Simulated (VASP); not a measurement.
Level of theory: LDA (Ceperley-Alder, Perdew-Zunger), VASP's LDA PAW potentials (set 64) (plane waves; VASP).

VASP ran on this input.

### POSCAR
```
BaTiO3
1.0
  3.9398351943   0.0000000000   0.0000000000
  0.0000000000   3.9398351943   0.0000000000
  0.0000000000   0.0000000000   3.9941710729
Ba Ti O
1 1 3
direct
  0.0000000000   1.0000000000   0.0003358166
  0.5000000000   0.5000000000   0.5129381654
  0.5000000000   0.5000000000   0.9786078789
  0.0000000000   0.5000000000   0.4860590695
  0.5000000000   0.0000000000   0.4860590695
```

### INCAR
```
LWAVE = .FALSE.
LMAXMIX = 4   ! l cut-off of mixed one-centre charges
LREAL = .FALSE.   ! projection in real space or not
SIGMA = 0.05   ! width (eV)
ISIF = 3   ! ions, shape and volume
NELM = 100   ! most electronic steps
ISMEAR = 0   ! Gaussian
ALGO = Normal   ! blocked Davidson
LASPH = .TRUE.   ! aspherical one-centre terms
SYSTEM = BaTiO3
LCHARG = .FALSE.
EDIFFG = -0.02
IBRION = 2   ! conjugate gradients
NSW = 40   ! most ionic steps
PREC = Accurate
ENCUT = 620   ! plane-wave cut-off (eV)
EDIFF = 1E-6
```

**KPOINTS**
```
Automatic mesh
0
Gamma
6 6 6
0 0 0
```

POTCAR, in this order: Ba_sv Ti_sv O (LDA.64 set). Program: vasp_std.

What VASP printed:

File OSZICAR:
```
       N       E                     dE             d eps       ncg     rms          rms(c)
DAV:   1     0.488594657992E+03    0.48859E+03   -0.23911E+04  1920   0.207E+03
DAV:   2    -0.514742052051E+01   -0.49374E+03   -0.48512E+03  2360   0.524E+02
DAV:   3    -0.522620472271E+02   -0.47115E+02   -0.45786E+02  2768   0.154E+02
DAV:   4    -0.545292786333E+02   -0.22672E+01   -0.22661E+01  2816   0.300E+01
DAV:   5    -0.545973533511E+02   -0.68075E-01   -0.68072E-01  2616   0.400E+00    0.242E+01
DAV:   6    -0.444354616133E+02    0.10162E+02   -0.71832E+01  2944   0.791E+01    0.105E+01
DAV:   7    -0.443565155430E+02    0.78946E-01   -0.11567E+01  2416   0.258E+01    0.697E+00
DAV:   8    -0.441786696659E+02    0.17785E+00   -0.12598E+00  2536   0.113E+01    0.242E+00
DAV:   9    -0.441829256533E+02   -0.42560E-02   -0.19543E-01  2424   0.322E+00    0.101E+00
DAV:  10    -0.441745746590E+02    0.83510E-02   -0.88213E-02  2664   0.275E+00    0.473E-01
DAV:  11    -0.441724198339E+02    0.21548E-02   -0.19181E-02  2800   0.988E-01    0.120E-01
DAV:  12    -0.441722123303E+02    0.20750E-03   -0.13662E-03  2368   0.360E-01    0.348E-02
DAV:  13    -0.441722079507E+02    0.43796E-05   -0.44993E-04  2664   0.205E-01    0.395E-02
DAV:  14    -0.441721868510E+02    0.21100E-04   -0.10248E-04  2512   0.760E-02    0.827E-03
DAV:  15    -0.441721865578E+02    0.29324E-06   -0.10310E-05  2624   0.227E-02    0.241E-03
DAV:  16    -0.441721866890E+02   -0.13120E-06   -0.33313E-06  1784   0.170E-02
   1 F= -.44172187E+02 E0= -.44172187E+02  d E =-.441722E+02
```

### OUTCAR
```
------------------------ aborting loop because EDIFF is reached ----------------------------------------
  FORCE on cell =-STRESS in cart. coord.  units (eV):
  Direction    XX          YY          ZZ          XY          YZ          ZX
  --------------------------------------------------------------------------------------
  Total        0.0188414      0.0188414     -0.0234752      0.0000000      0.0000000      0.0000000
  in kB        0.4869004      0.4869004     -0.6066476      0.0000000      0.0000000      0.0000000
  external PRESSURE =       0.1223844 kB  Pullay stress =       0.0000000 kB
  volume of cell :       62.00
      direct lattice vectors                 reciprocal lattice vectors
     3.939835194  0.000000000  0.000000000     0.253817724  0.000000000  0.000000000
     0.000000000  3.939835194  0.000000000     0.000000000  0.253817724  0.000000000
     0.000000000  0.000000000  3.994171073     0.000000000  0.000000000  0.250364840
 POSITION                                       TOTAL-FORCE (eV/Angst)
 -----------------------------------------------------------------------------------
      0.00000      0.00000      0.00134         0.000000      0.000000     -0.017778
      1.96992      1.96992      2.04876        -0.000000      0.000000      0.003698
      1.96992      1.96992      3.90873        -0.000000     -0.000000     -0.002356
      0.00000      1.96992      1.94140        -0.000000     -0.000000      0.008218
      1.96992      0.00000      1.94140        -0.000000      0.000000      0.008218
 -----------------------------------------------------------------------------------
    total drift:                                0.000000     -0.000000     -0.000352
  FREE ENERGIE OF THE ION-ELECTRON SYSTEM (eV)
  ---------------------------------------------------
  free  energy   TOTEN  =       -44.1721866890 eV

  energy  without entropy=      -44.1721866890  energy(sigma->0) =      -44.17218669

 reached required accuracy - stopping structural energy minimisation
```
(Selected blocks of OUTCAR.)

The compound is BaTiO3 in the tetragonal perovskite structure. It was relaxed first.
